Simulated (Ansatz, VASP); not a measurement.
# KOsF3 in two plane-wave programs

One calculation is typed for both programs; each brings its own data sets. How far apart do they land? The cell is generated by rule, not measured, and may not be a known phase. The two relaxations start from unlike cells of this crystal (the structure described is Ansatz's start), so only their ends are compared.

Calculated with Ansatz 0.2.0; plane waves, with VASP 6.6.1 beside it; relaxation of cell and atoms at PBE.

The structure was built from a prototype and need not be the compound's stable phase.

**1. The structure**

Symmetry: Pm-3m, No. 221, cubic system. Conventional cell: a = 4.415 Å, b = 4.415 Å, c = 4.415 Å, α = 90.00°, β = 90.00°, γ = 90.00°. Nearest to K lie 12 F at 3.12 Å. Os has 6 F at 2.21 Å nearest. Nearest to F lie 2 Os at 2.21 Å and 4 K at 3.12 Å. Farther neighbours and most contacts between anions are not listed.

As a file:

```xyz
5
Lattice="4.4154 0.0000 0.0000 0.0000 4.4154 0.0000 0.0000 0.0000 4.4154" Properties=species:S:1:pos:R:3 pbc="T T T"
K     0.0000    0.0000    0.0000
Os    2.2077    2.2077    2.2077
F     2.2077    2.2077    0.0000
F     2.2077    0.0000    2.2077
F     0.0000    2.2077    2.2077
```

**2. VASP: relaxation of cell and atoms, PBE**

The relaxed volume is the usual yardstick between codes: in a stiff, nearly cubic crystal its relative difference is about their pressure difference at one cell divided by the bulk modulus.

Lines of VASP's logs that name or quote its potential files are left out, and so is its time.

INCAR

```
SYSTEM = KOsF3
PREC = Accurate
ENCUT = 600
EDIFF = 1E-07
NELM = 120
ISMEAR = -1
SIGMA = 0.02
LREAL = .FALSE.
ALGO = Normal
GGA = PE
NBANDS = 25
LASPH = .TRUE.
LORBIT = 11
LWAVE = .FALSE.
LCHARG = .FALSE.
ISIF = 3
IBRION = 2
NSW = 80
EDIFFG = -0.005
GGA_COMPAT = .FALSE.
NELMIN = 4
KPAR = 2
```

POSCAR

```
KOsF3
1.0
    4.2688767102      0.0000000000      0.0000000000
    0.0000000000      4.2688767102      0.0000000000
    0.0000000000      0.0000000000      4.2688767102
K Os F
1 1 3
Direct
    0.0000000000      0.0000000000      0.0000000000
    0.5000000000      0.5000000000      0.5000000000
    0.5000000000      0.5000000000      0.0000000000
    0.5000000000      0.0000000000      0.5000000000
    0.0000000000      0.5000000000      0.5000000000
```

KPOINTS

```
Automatic mesh
0
Gamma
6 6 6
0 0 0
```

PAW data sets: K_sv, Os and F (PBE family, release 64).

Run with:

```
mpirun -np 2 vasp_std
```

Numbers of over 12 decimals in the logs are rounded to 6 here.

Log:

```text
[banner, memory and clock lines left out]
running    2 mpi-ranks, on    1 nodes
 distrk:  each k-point on    1 cores,    2 groups
 distr:  one band on    1 cores,    1 groups

 POSCAR found type information on POSCAR K OsF
 POSCAR found :  3 types and       5 ions
 LDA part: xc-table for (Slater+PW92), standard interpolation
 POSCAR, INCAR and KPOINTS ok, starting setup
 FFT: planning ... GRIDC
 FFT: planning ... GRID_SOFT
 FFT: planning ... GRID
 WAVECAR not read
 entering main loop
       N       E                     dE             d eps       ncg     rms          rms(c)
DAV:   1     0.336940184447E+03    0.33694E+03   -0.22082E+04  1000   0.165E+03
DAV:   2    -0.282444286574E+00   -0.33722E+03   -0.32811E+03  1141   0.435E+02
DAV:   3    -0.252945889203E+02   -0.25012E+02   -0.24603E+02  1313   0.107E+02
DAV:   4    -0.260060831774E+02   -0.71149E+00   -0.71057E+00  1632   0.171E+01
DAV:   5    -0.260131209832E+02   -0.70378E-02   -0.70297E-02  1303   0.138E+00    0.221E+01
DAV:   6    -0.239722628025E+02    0.20409E+01   -0.97315E+00  1326   0.216E+01    0.121E+01
DAV:   7    -0.239204157449E+02    0.51847E-01   -0.55250E-01  1218   0.641E+00    0.849E+00
DAV:   8    -0.239355382995E+02   -0.15123E-01   -0.10122E-01  1198   0.276E+00    0.216E+00
DAV:   9    -0.239329285777E+02    0.26097E-02   -0.15073E-02  1339   0.103E+00    0.273E-01
DAV:  10    -0.239335018391E+02   -0.57326E-03   -0.88760E-04  1217   0.255E-01    0.226E-01
DAV:  11    -0.239335753840E+02   -0.73545E-04   -0.80710E-05  1348   0.748E-02    0.390E-02
DAV:  12    -0.239335908401E+02   -0.15456E-04   -0.21250E-05  1127   0.345E-02    0.976E-03
DAV:  13    -0.239335912994E+02   -0.45933E-06   -0.10352E-06  1311   0.974E-03    0.823E-03
DAV:  14    -0.239335914293E+02   -0.12994E-06   -0.17430E-07   930   0.297E-03    0.409E-03
DAV:  15    -0.239335914294E+02   -0.20918E-10   -0.18350E-08   871   0.114E-03
   1 F= -.23933591E+02 E0= -.23932749E+02  d E =-.239336E+02
 curvature:   0.00 expect dE= 0.000E+00 dE for cont linesearch  0.000E+00
 trial: gam= 0.00000 g(F)=  0.000E+00 g(S)=  0.322E-04 ort = 0.000E+00 (trialstep = 0.100E+01)
 search vector abs. value=  0.322E-04
 bond charge predicted
       N       E                     dE             d eps       ncg     rms          rms(c)
DAV:   1    -0.239339099297E+02   -0.31850E-03   -0.63623E-03  1139   0.654E-01    0.137E-01
DAV:   2    -0.239336360054E+02    0.27392E-03   -0.11208E-03  1172   0.268E-01    0.659E-02
DAV:   3    -0.239336100581E+02    0.25947E-04   -0.60868E-05  1184   0.690E-02    0.318E-02
DAV:   4    -0.239336048650E+02    0.51930E-05   -0.27548E-05  1521   0.300E-02    0.163E-02
DAV:   5    -0.239336039562E+02    0.90885E-06   -0.13533E-06  1564   0.773E-03    0.619E-03
DAV:   6    -0.239336034577E+02    0.49854E-06   -0.23333E-07  1295   0.408E-03    0.121E-03
DAV:   7    -0.239336032550E+02    0.20262E-06   -0.28011E-08   560   0.150E-03    0.976E-04
DAV:   8    -0.239336032477E+02    0.73292E-08   -0.58693E-09   539   0.644E-04
   2 F= -.23933603E+02 E0= -.23932758E+02  d E =-.118184E-04
 trial-energy change:   -0.000012  1 .order   -0.000013   -0.000032    0.000006
 step:   0.8144(harm=  0.8466)  dis= 0.00000  next Energy=   -23.933604 (dE=-0.124E-04)
 reached required accuracy - stopping structural energy minimisation
```

From OUTCAR (step 2):

```text
ion  position               nearest neighbor table
   1  0.000  0.000  0.000-
   2  0.500  0.500  0.500-   3 2.13   4 2.13   5 2.13   3 2.13   4 2.13   5 2.13
   3  0.500  0.500  0.000-   2 2.13   2 2.13
   4  0.500  0.000  0.500-   2 2.13   2 2.13
   5  0.000  0.500  0.500-   2 2.13   2 2.13

  LATTYP: Found a simple cubic cell.
 ALAT       =     4.2688767102

 Subroutine GETGRP returns: Found 48 space group operations
 (whereof 48 operations were pure point group operations)

The static configuration has the point symmetry O_h .

 Found     20 irreducible k-points:

   k-points           NKPTS =     20   k-points in BZ     NKDIM =     20   number of bands    NBANDS=     25

   dimension x,y,z NGX =    36 NGY =   36 NGZ =   36
   dimension x,y,z NGXF=    72 NGYF=   72 NGZF=   72

   ENCUT  =  600.0 eV  44.10 Ry    6.64 a.u.   8.53  8.53  8.53*2*pi/ulx,y,z

   NELECT =      38.0000    total number of electrons

 k-points in reciprocal lattice and weights: Automatic mesh
   0.00000000  0.00000000  0.00000000       0.005
   0.16666667  0.00000000  0.00000000       0.028
   0.33333333  0.00000000  0.00000000       0.028
   0.50000000  0.00000000  0.00000000       0.014
   0.16666667  0.16666667  0.00000000       0.056
   0.33333333  0.16666667  0.00000000       0.111
   0.50000000  0.16666667  0.00000000       0.056
   0.33333333  0.33333333  0.00000000       0.056
   0.50000000  0.33333333  0.00000000       0.056
[...]
0.50000000  0.50000000  0.33333333       0.028
   0.50000000  0.50000000  0.50000000       0.005

 average (electrostatic) potential at core
       1 -35.1987       2 -48.7619       3 -78.3488       4 -78.3488       5 -78.3488

 E-fermi :   3.3713

 k-point     1 :       0.0000    0.0000    0.0000
  band No.  band energies     occupation
    ...
     17       1.7921      2.00000
     18       1.7929      2.00000
     19       1.7930      2.00000
     20       3.2683      1.98846
     21       3.2698      1.98762
     22       3.5120      0.00176
     23       8.0426      0.00000
     24       8.0426      0.00000
     25      10.0753      0.00000

 k-point     2 :       0.1667    0.0000    0.0000
  band No.  band energies     occupation
    ...
     16      -2.8438      2.00000
     17       1.8077      2.00000
     18       2.0378      2.00000
     19       2.0386      2.00000
     20       3.2786      1.98083
     21       3.5481      0.00029
     22       4.1910      0.00000
     23       8.1990      0.00000
     24       8.2028      0.00000
     25       9.9760      0.00000

 k-point     3 :       0.3333    0.0000    0.0000
  band No.  band energies     occupation
    ...
     16      -2.8726      2.00000
     17       1.8379      2.00000
     18       2.5170      2.00000
     19       2.5178      2.00000
     20       3.2975      1.95136
     21       3.8865      0.00000
     22       5.7423      0.00000
     23       8.1013      0.00000
     24       8.5302      0.00000
     25      10.0575      0.00000

  Total       -0.0060388     -0.0060388     -0.0060388      0.0000000      0.0000000     -0.0000000
  in kB       -0.1242514     -0.1242514     -0.1242514      0.0000000      0.0000000     -0.0000000
  external PRESSURE =      -0.1242514 kB  Pullay stress =       0.0000000 kB

  energy-cutoff  :      600.00
  volume of cell :       77.87
      direct lattice vectors                 reciprocal lattice vectors
     4.270249677  0.000000000 -0.000000000     0.234178345 -0.000000000 -0.000000000
     0.000000000  4.270249677 -0.000000000    -0.000000000  0.234178345 -0.000000000
     0.000000000  0.000000000  4.270249677     0.000000000  0.000000000  0.234178345

 POSITION                                       TOTAL-FORCE (eV/Angst)
 -----------------------------------------------------------------------------------
      0.00000      0.00000      0.00000        -0.000000     -0.000000      0.000000
      2.13512      2.13512      2.13512        -0.000000     -0.000000      0.000000
      2.13512      2.13512     -0.00000        -0.000000     -0.000000      0.000000
      2.13512      0.00000      2.13512         0.000000      0.000000      0.000000
      0.00000      2.13512      2.13512         0.000000      0.000000      0.000000
 -----------------------------------------------------------------------------------
    total drift:                                0.000000      0.000000      0.000000

  FREE ENERGIE OF THE ION-ELECTRON SYSTEM (eV)
  ---------------------------------------------------
  free  energy   TOTEN  =       -23.9336032477 eV

  energy  without entropy=      -23.9319127309  energy(sigma->0) =      -23.93275799

 reached required accuracy - stopping structural energy minimisation

 total charge
# of ion       s       p       d       tot
------------------------------------------
    1        1.950   5.581   0.019   7.550
    2        0.300   0.350   6.097   6.747
    3        1.722   4.349   0.000   6.071
    4        1.722   4.349   0.000   6.071
    5        1.722   4.349   0.000   6.071
--------------------------------------------------
tot          7.416  18.978   6.116  32.510

[... 3 further parts left out ...]
```

CONTCAR:

```
KOsF3
   1.00000000000000
     4.2702496768136617    0.0000000000000000   -0.0000000000000000
     0.0000000000000000    4.2702496768136617   -0.0000000000000000
     0.0000000000000000    0.0000000000000000    4.2702496768136617
  K               Os              F
     1     1     3
Direct
     0.0000000000000000    0.0000000000000000    0.0000000000000000
     0.5000000000000000    0.5000000000000000    0.5000000000000000
     0.5000000000000000    0.5000000000000000    0.0000000000000000
     0.5000000000000000    0.0000000000000000    0.5000000000000000
     0.0000000000000000    0.5000000000000000    0.5000000000000000
```

This run has no spin polarisation, so a moment on Os, if there is one, isn't seen.

**3. Ansatz: relaxation of cell and atoms, PBE**

Ansatz runs on its default PAW (the set named soft_2) files.

Its own start cell and the same functional, mesh and smearing now go to Ansatz, which takes its cutoff from its data sets.

input.yaml

```yaml
crystal:
  lattice:
    - [4.4154, 0.0, 0.0]
    - [0.0, 4.4154, 0.0]
    - [0.0, 0.0, 4.4154]
  atoms:
    - { symbol: K, position: [0.0, 0.0, 0.0] }
    - { symbol: Os, position: [0.5, 0.5, 0.5] }
    - { symbol: F, position: [0.5, 0.5, 0.0] }
    - { symbol: F, position: [0.5, 0.0, 0.5] }
    - { symbol: F, position: [0.0, 0.5, 0.5] }
kpoints:
  mp_grid: { grid: [6, 6, 6] }
hamiltonian:
  xc: pbe
scf:
  occupations: { method: fermi_dirac, width: 0.02 }
relax:
  f_tol: 0.01
  max_steps: 80
  cell: {}
output:
  write_density: true
  write_potential: true
  elf: true
  volumetric_format: npy
```

Run with:

```
ansatz run input.yaml --threads 4 --pin off --max-ram 9216MiB --backend cpu --events-out ev --progress --plain --runs-dir out
```

Log:

```text
Engine: ansatz 0.2.0, aarch64-unknown-linux-gnu
Pseudopotentials: kind: paw
Pseudopotential: K, paw, valence charge 9, recommended cutoff 420 eV (normal), K.paw.azcp
Pseudopotential: Os, paw, valence charge 16, recommended cutoff 420 eV (normal), Os.paw.azcp
Pseudopotential: F, paw, valence charge 7, recommended cutoff 420 eV (normal), F.paw.azcp
Functional definition: PBE
  parameter kappa = 0.804
  parameter beta = 0.066725
  exchange = pbe_x(kappa = kappa, mu = beta*pi^2/3)
  correlation = pbe_c(beta = beta)
Crystal: 5 atoms, lattice volume = 86.082 Å³
Basis set: ecut = 420 eV, 1743 PW (Γ), exchange–correlation on 60×60×60 points (8 copies of the dense FFT grid, shifted against one another)
Bands: 28, of which v1, the nominal top of the filled ones, is band 23 counted from 1 (22 counted from 0)
Symmetry: 48 space group operations
Space group: Pm-3m (ITA 221), of the structure as read, at distance tolerance 4.4e-5 Å
k-points: 20 of 216
Non-local potential: K, projectors of the file, l = 0: 3, l = 1: 2, l = 2: 2
Non-local potential: Os, projectors of the file, l = 0: 3, l = 1: 2, l = 2: 2, l = 3: 1
Non-local potential: F, projectors of the file, l = 0: 2, l = 1: 2, l = 2: 1
PAW form: soft (Blöchl's): semilocal exchange-correlation on the pseudo side does not see the compensation charge
PAW one-centre angular grid: K, 110 points (default); XC on 64 Gauss nodes
PAW one-centre angular grid: Os, 590 points (default); XC on 64 Gauss nodes
PAW one-centre angular grid: F, 110 points (default); XC on 64 Gauss nodes
Initial density: superposition of atomic densities (neutral atoms: chi_scale 0, normalization atom), corrected by the library's trained network
Initial wavefunctions: pseudopotential atomic-orbital guess
Functional: x = pbe(κ = 0.804, μ = 0.219515), c = pbe(β = 0.066725)
SCF iter   1: F=—  HF=-15345.044745 eV  |F-HF|=—  |Δ(HF+E_count)|=         —  Δρ=1.08e-2  dr2=2.51e-2  ethr=1.77e-3  ⟨swp⟩=6.0  Hψ=2275  notcnv=0
preconditioner: auto → LDOS  [insulator: Δε(μ)=0.095 eV  Ē_g=12.955 eV  σ=0.020 eV  W_gap=0.79  n_scr=18 (ndim 8)  ℏωp=24.0 eV  f_vac=0.117  D(μ)=2.03/eV (n_scr^D=18)  ε∞_Penn≈4.4  β→1.0]
SCF iter   2: F=—  HF=-15345.047686 eV  |F-HF|=—  |Δ(HF+E_count)|=   2.94e-3  Δρ=3.14e-3  dr2=5.11e-3  ethr=5.45e-5  ⟨swp⟩=2.9  Hψ=1280  notcnv=0  defer=10
SCF iter   3: F=—  HF=-15345.046254 eV  |F-HF|=—  |Δ(HF+E_count)|=   1.43e-3  Δρ=1.48e-3  dr2=1.04e-3  ethr=1.11e-5  ⟨swp⟩=2.0  Hψ=1049  notcnv=0  defer=10
SCF iter   4: F=—  HF=-15345.046003 eV  |F-HF|=—  |Δ(HF+E_count)|=   2.51e-4  Δρ=4.10e-4  dr2=8.09e-5  ethr=2.25e-6  ⟨swp⟩=2.0  Hψ=735  notcnv=0  defer=10
SCF iter   5: F=—  HF=-15345.046314 eV  |F-HF|=—  |Δ(HF+E_count)|=   3.12e-4  Δρ=1.05e-4  dr2=6.05e-6  ethr=1.76e-7  ⟨swp⟩=2.4  Hψ=911  notcnv=0  defer=10
SCF iter   6: F=-15345.046313 eV  HF=-15345.046313 eV  |F-HF|=2.87e-8  |Δ(HF+E_count)|=   9.16e-7  Δρ=8.27e-6  dr2=4.79e-8  ethr=2.17e-10  ⟨swp⟩=6.1  Hψ=3644  notcnv=0
SCF 1 converged in 6 iterations: F = -15345.046313 eV  dr2 = 4.79e-8
  greatest PAW one-centre occupation: 1.000 electrons in one spin orbital (limit 2), on the Os atom at site 1 (counted from 0), in its partial waves of l = 0
relax step   1: F+E_penalty+E_count = -15345.04631330 eV  Δ(F+E_penalty+E_count) = +0.000e0 eV  max|allowed force component| = 6.264e-29 eV/Å  Δτ_max = 0.0000 Å  P = -6.519 GPa  Ω = 86.082 Å³  (6 SCF iters, dr2 threshold 1.00e-7 eV, accepted)
[...]
relax step   5: F+E_penalty+E_count = -15345.23686388 eV  Δ(F+E_penalty+E_count) = +1.277e-2 eV  max|allowed force component| = 2.623e-29 eV/Å  Δτ_max = 0.0000 Å  P = -0.386 GPa  Ω = 77.987 Å³  stress off target by 3.86e-1 GPa  SCF on the basis re-selected at this cell (its energy is not comparable with the rows above)  (6 SCF iters)
[...]
relax step   6: F+E_penalty+E_count = -15345.23839193 eV  Δ(F+E_penalty+E_count) = -1.528e-3 eV  max|allowed force component| = 2.198e-29 eV/Å  Δτ_max = 0.0000 Å  P = +0.010 GPa  Ω = 77.622 Å³  energy of the carried Pulay correction = +1.097e-3 eV  (4 SCF iters, dr2 threshold 3.73e-7 eV, accepted)
[...]
relax step   7: F+E_penalty+E_count = -15345.23747089 eV  Δ(F+E_penalty+E_count) = +9.210e-4 eV  max|allowed force component| = 1.722e-29 eV/Å  Δτ_max = 0.0000 Å  P = -0.010 GPa  Ω = 77.622 Å³  stress off target by 9.67e-3 GPa  SCF on the basis re-selected at this cell (its energy is not comparable with the rows above)  (6 SCF iters)
basis re-selected at this cell: Δ(F+E_penalty+E_count) = +9.210e-4 eV, ΔP = -0.020 GPa vs the last step (what re-selecting the basis moved, of the pressure what is left beyond the Pulay correction that the steps carried, after the strain that the cell walked since its last selection, with what the two solves' SCF thresholds leave and, on support functions, any second-order correction that the steps lacked; it is no m [...]
SCF converged after 6 iterations
Free energy (F): -15345.237471 eV
Harris-Foulkes:  -15345.237471 eV  (|F-HF|=3.64e-12)
Internal energy: -15345.235597 eV  (E = F + TS)
E sigma→0 (E₀):  -15345.236534 eV
Entropy (-TS):   -0.001874 eV (-0.375 meV/atom)
Fermi energy:    9.196094 eV
--- Per-component energies (eV) ---
  E_band       = -459.821370
  E_kinetic    = 1443.120750
  E_local      = -4070.148615  (includes V_loc(G=0)·N_el)
  E_nonlocal   = 230.641021
  E_hartree    = 1563.298571
  E_xc         = -639.318707
  E_vxc        = -752.813383  (∫ρ·V_xc dr)
  E_paw        = -10395.696565  (= ΣΔE_a)
  E_vpaw       = -437.224242  (= ΣTr[D̂ρ^β])
  E_aug_tail   = 0.005914  (compensation charges beyond the density's cutoff)
  E_ewald      = -3477.137966
  E_smearing   = -0.001874  (= −TS)
  E_closure    = -0.000000  (closes the sum)
  Σ components = -15345.237471   (vs F -15345.237471, Δ=0.00e0)
--- Forces (eV/Å), atoms counted from 1 ---
  atom   1  K     -0.00000000     0.00000000    -0.00000000
  atom   2  Os     0.00000000    -0.00000000     0.00000000
  atom   3  F     -0.00000000     0.00000000     0.00000000
  atom   4  F     -0.00000000    -0.00000000     0.00000000
  atom   5  F      0.00000000    -0.00000000    -0.00000000
  max |Σ_I F_I| component: 1.91e-29 eV/Å
--- Stress (GPa, compression-positive) ---
       -0.009667      -0.000000       0.000000
       -0.000000      -0.009667      -0.000000
        0.000000      -0.000000      -0.009667
  P = ⅓ Tr σ = -0.0097 GPa (-0.097 kbar)
--- Band table (eV; the first three rows and the last of 20) ---
  k-point 0: bands = [... 19 lower, 2.9289, 7.5979, 7.5979, 7.5979, 9.1075, 9.1075, 9.3185, 13.8132, ... 1 higher]
  k-point 1: bands = [... 19 lower, 2.9053, 7.6130, 7.8441, 7.8441, 9.1178, 9.3764, 10.0064, 13.9683, ... 1 higher]
  k-point 2: bands = [... 19 lower, 2.8762, 7.6436, 8.3255, 8.3255, 9.1372, 9.7181, 11.5535, 13.8919, ... 1 higher]
  k-point 19: bands = [... 19 lower, 3.3727, 9.2599, 9.2599, 9.2599, 12.3909, 12.3909, 13.6877, 13.6877, ... 1 higher]
--- Relaxed structure (5 steps of the walk, 5 accepted, 2 SCFs on fresh bases) ---
  F+E_penalty+E_count = -15345.23747089 eV   max|allowed force component| = 1.722e-29 eV/Å   (the final SCF, on the basis selected at the relaxed cell)
  cell:  # Å, volume = 77.6218 Å³
    - [4.265742, 0, 0]
    - [0, 4.265742, 0]
    - [0, 0, 4.265742]
  atoms:
    - { symbol: K, position: [0, 0, 0] }
    - { symbol: Os, position: [0.5, 0.5, 0.5] }
    - { symbol: F, position: [0.5, 0.5, 0] }
    - { symbol: F, position: [0.5, 0, 0.5] }
    - { symbol: F, position: [0, 0.5, 0.5] }
```

**4. Comparison**

Known differences besides the potentials themselves: the data sets hold 46 valence electrons in Ansatz (on its default PAW (the set named soft_2) files) and 38 in VASP; the cutoff is 420 eV in Ansatz and 600 eV in VASP; Ansatz adds a Pulay correction to the stress that steers its cell, VASP none. Total energies have different zeros and are not compared.

Compared:

| quantity | Ansatz | VASP | difference |
| --- | --- | --- | --- |
| volume (Å³) | 77.62 | 77.87 | -0.32 % |
| edge a after relaxation, in the typed setting (Å) | 4.266 | 4.270 | -0.11 % |

**5. Outcome**

| Quantity | Value |
| --- | --- |
| difference in volume (relaxation of cell and atoms, PBE) | -0.32 % |

In words: The difference in volume is -0.32 % (relaxation of cell and atoms, PBE), within the 1.2 % picked in this series as the mark of a large difference, as far as the stopping tolerances let one tell. The data sets hold unlike numbers of valence electrons (46 in Ansatz and 38 in VASP), so part of the differences comes from the potentials. How closely two codes agree says nothing of how well the functional describes the real material.

[Lines on the potential files, build, host, timing and source positions are cut from VASP's logs without a mark.]

[Logs are printed without paths, hosts, clocks, repeated set-up lines and the standing remarks that a program may print on its own settings, such as how far it seeks lower states.]

[Hosts, paths, dates, database ids (printed as entryN), source tags and the programs' standing remarks are cut or masked in the printed files.]
